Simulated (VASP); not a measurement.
Write the native input for VASP 6.6.1 that does the following.

```
Task                   : single point
Functional             : PBE
Potentials or basis    : VASP PAW PBE potentials, release 64 (N, W_sv)
Cutoff                 : 520 eV
k mesh                 : 4 × 4 × 4
Occupations            : fermi-dirac, width 0.05 eV
Spin                   : no spin polarisation
Dipole correction      : no
Further INCAR settings : ALGO = Normal; EDIFF = 1e-06; NBANDS = 40
```

The structure of W3N4 lies in POSCAR:

```
W3N4
1.0
    4.0295070000      0.0235170000      0.0617990000
    0.0235170000      4.0899190000      0.0671270000
    0.0617990000      0.0671270000      4.1174950000
N W
4 3
Direct
    0.5477519416      0.4740884952      0.5531898252
    0.4917249923      0.0134783028      0.9722605927
   -0.0148054148      0.5323668832      0.9934117147
    1.0035072296      0.0260254729      0.4815863152
    0.4452772445      0.5067747520      0.0601207877
    0.0308329391      0.5207017552      0.4849449504
    0.5164068351      0.9607526891      0.4695872438
```

The cell was built by a generator and needn't be a form met in nature.

These files were run (other wordings do the same):

INCAR

```
PREC = Accurate ; ENCUT = 520
EDIFF = 1E-6 ; ISMEAR = -1
SIGMA = 0.05 ; LREAL = False
LASPH = True ; NELM = 60
ALGO = Normal ; ISIF = 2
LWAVE = False ; LCHARG = False
GGA = PE ; NBANDS = 40
```

KPOINTS

```
Automatic mesh
0
Gamma
  4 4 4
```

Potentials or basis: VASP PAW PBE potentials, release 64 (N, W_sv).

Run with:

```console
$ cat potpaw_PBE.64/N/POTCAR potpaw_PBE.64/W_sv/POTCAR > POTCAR
$ mpirun -np 1 vasp_std > vasp.out
```

It gave:

```json
{"Pressure": "52.2 GPa", "Largest force": "6.604 eV/Å", "Band gap on the k mesh": "none (metal or under the smearing width)"}
```

Caveat: the k mesh is coarse (spacing up to 0.39 Å⁻¹), so the values aren't converged; a pressure of tens of GPa on the cell as given is suspect, and the run, the potentials or the cell itself is likely at fault; forces of over 1 eV/Å show positions far from the minimum, so gaps and moduli don't describe the material at rest.

Run time: 72 s on 1 thread of Intel(R) Xeon(R) Platinum 8488C (Sapphire Rapids), on a shared host, peak memory 0.21 GiB.
